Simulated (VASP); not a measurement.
```xyz
3
Lattice="0.0000 2.1798 2.1798 2.1798 0.0000 2.1798 2.1798 2.1798 0.0000" Properties=species:S:1:pos:R:3 pbc="T T T"
Be     1.0899     1.0899     1.0899
Be     3.2697     3.2697     3.2697
C      4.3596     4.3596     4.3596
```

Calculation: RPBE GGA, VASP's PBE PAW potentials (set 64) (plane waves; VASP 6.6.1). Run with 520 eV cut-off, Gaussian smearing of 0.050 eV, potentials Be C.

### Question
Give the energies of bands 2 to 7 at the high-symmetry points, in eV from the valence-band maximum.

### Answer

| band | Γ | X | U | L | W |
|---|---|---|---|---|---|
| 2 | 0.00 | -6.72 | -6.73 | -8.61 | -6.13 |
| 3 | 0.00 | -4.63 | -6.23 | -1.79 | -5.84 |
| 4 | 0.00 | -4.63 | -3.90 | -1.79 | -5.84 |
| 5 | 4.15 | 1.13 | 3.24 | 5.00 | 5.66 |
| 6 | 4.15 | 5.57 | 8.14 | 5.00 | 7.99 |
| 7 | 4.15 | 13.11 | 11.39 | 6.76 | 9.38 |

The gap is indirect, 1.13 eV, from the valence maximum at Γ to the conduction minimum at X.

The compound is Be2C in the antifluorite structure. It was relaxed first.
